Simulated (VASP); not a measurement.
Computed with PBE GGA, VASP's PBE PAW potentials (set 64) (plane waves; VASP 6.6.1).

VASP ran on this input.

**KPOINTS**
```
K-points
0
G
  4 4 4
```

File KPOINTS_OPT:
```
k-points along high-symmetry lines
10
Line-mode
Reciprocal
  0.000000   0.000000   0.000000 ! GAMMA
  0.000000   0.500000   0.000000 ! X

  0.000000   0.500000   0.000000 ! X
  0.500000   0.500000   0.000000 ! M

  0.500000   0.500000   0.000000 ! M
  0.000000   0.000000   0.000000 ! GAMMA

  0.000000   0.000000   0.000000 ! GAMMA
  0.500000   0.500000   0.500000 ! R

  0.500000   0.500000   0.500000 ! R
  0.000000   0.500000   0.000000 ! X

  0.500000   0.500000   0.500000 ! R
  0.500000   0.500000   0.000000 ! M
```

File POSCAR:
```
KMgF3
1.0
  3.9900000000   0.0000000000   0.0000000000
  0.0000000000   3.9900000000   0.0000000000
  0.0000000000   0.0000000000   3.9900000000
K Mg F
1 1 3
Cartesian
  0.0000000000   0.0000000000   0.0000000000
  1.9950000000   1.9950000000   1.9950000000
  1.9950000000   0.0000000000   1.9950000000
  0.0000000000   1.9950000000   1.9950000000
  1.9950000000   1.9950000000   0.0000000000
```

**INCAR**
```
# general
SYSTEM = KMgF3
PREC   = Accurate
ENCUT  = 400
LREAL  = .FALSE.
LASPH  = .TRUE.

# electronic loop
EDIFF  = 1E-6
NELM   = 100
ALGO   = Normal

# smearing
ISMEAR = -1
SIGMA  = 0.05

# functional
GGA    = PE

# ions
ISIF   = 2

# output
LWAVE  = .FALSE.
LCHARG = .FALSE.
```

POTCAR, in this order: K_sv Mg F (PBE.64 set). Program: vasp_std.

### Question
What will the output report for the number of irreducible k-points (NKPTS), largest plane-wave count, number of space-group operations, FFT grid (NGX, NGY, NGZ)?

### Answer

```
Property                                       Value
--------------------------------------  ------------
number of irreducible k-points (NKPTS)            10
largest plane-wave count                        1189
number of space-group operations                  48
FFT grid (NGX, NGY, NGZ)                28 × 28 × 28
```

The structure is a typed KMgF3 crystal (Pm-3m). The cell was not relaxed at this level.
